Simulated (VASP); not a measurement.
A convergence study with VASP on Cu2O (cuprite): one setting is varied, all else stays as given below, so the limit is that of these other settings. The cell's lengths are 1 % over those of the tabulated start and one atom is moved, so it is off equilibrium.

```yaml
crystal:
  lattice:
    - [4.31270, 0.00000, 0.00000]
    - [0.00000, 4.31270, 0.00000]
    - [0.00000, 0.00000, 4.31270]
  atoms:
    - { symbol: Cu, position: [0.75000, 0.25000, 0.75000] }
    - { symbol: Cu, position: [0.25000, 0.75000, 0.75000] }
    - { symbol: Cu, position: [0.75000, 0.75000, 0.25000] }
    - { symbol: Cu, position: [0.25000, 0.25000, 0.25000] }
    - { symbol: O, position: [0.00000, 0.00000, 0.00000] }
    - { symbol: O, position: [0.51405, 0.50000, 0.50000] }
```

The numbers are results of PBEsol GGA, VASP's PBE PAW potentials (set 64) (plane waves; VASP 6.6.1), not measurements. The tightest run used: 1000 eV cut-off, 6×6×6 Γ-centred mesh, Gaussian smearing of 0.050 eV, potentials Cu O.

Gaps are read on the run's mesh, which can miss a band edge.

The settings run are ENCUT = 250; ENCUT = 300; ENCUT = 350; ENCUT = 400; ENCUT = 450; ENCUT = 500; ENCUT = 550; ENCUT = 600; ENCUT = 650; ENCUT = 700; ENCUT = 750; ENCUT = 800; ENCUT = 850; ENCUT = 1000. From which on does the energy per atom stay within 0.005 eV/atom of the tightest run?

From ENCUT = 400 on: it is off by 0.0034 there and by no more than 0.005 in any finer run, while ENCUT = 350 is off by 0.0160.
| setting | E (eV/atom) | pressure (GPa) | largest force (eV/Å) | gap on the mesh (eV) | plane waves | difference judged (eV/atom) |
|---|---|---|---|---|---|---|
| ENCUT = 250 | -5.0344 | -68.46 | 1.000 | 0.324 | 739 | 0.0581 |
| ENCUT = 300 | -5.0186 | -26.59 | 0.936 | 0.389 | 968 | 0.0423 |
| ENCUT = 350 | -4.9923 | -13.99 | 0.920 | 0.407 | 1222 | 0.0160 |
| ENCUT = 400 | -4.9797 | -9.39 | 0.911 | 0.416 | 1472 | 0.0034 |
| ENCUT = 450 | -4.9755 | -7.27 | 0.915 | 0.418 | 1755 | 0.0008 |
| ENCUT = 500 | -4.9746 | -6.44 | 0.915 | 0.419 | 2054 | 0.0018 |
| ENCUT = 550 | -4.9750 | -6.26 | 0.914 | 0.419 | 2373 | 0.0013 |
| ENCUT = 600 | -4.9755 | -6.34 | 0.914 | 0.419 | 2721 | 0.0008 |
| ENCUT = 650 | -4.9758 | -6.42 | 0.913 | 0.419 | 3040 | 0.0006 |
| ENCUT = 700 | -4.9761 | -6.40 | 0.912 | 0.419 | 3407 | 0.0002 |
| ENCUT = 750 | -4.9763 | -6.33 | 0.912 | 0.419 | 3779 | 0.0001 |
| ENCUT = 800 | -4.9765 | -6.20 | 0.912 | 0.419 | 4224 | 0.0001 |
| ENCUT = 850 | -4.9765 | -6.22 | 0.912 | 0.419 | 4632 | 0.0002 |
| ENCUT = 1000 | -4.9763 | -6.21 | 0.912 | 0.419 | 5832 | 0.0000 |

Left out are rungs that failed or repeat a setting and relaxations that didn't move; long series are thinned to 24 rows.

The compound is Cu2O in the cuprite structure. The cell was not relaxed at this level, it is distorted from the ideal structure.
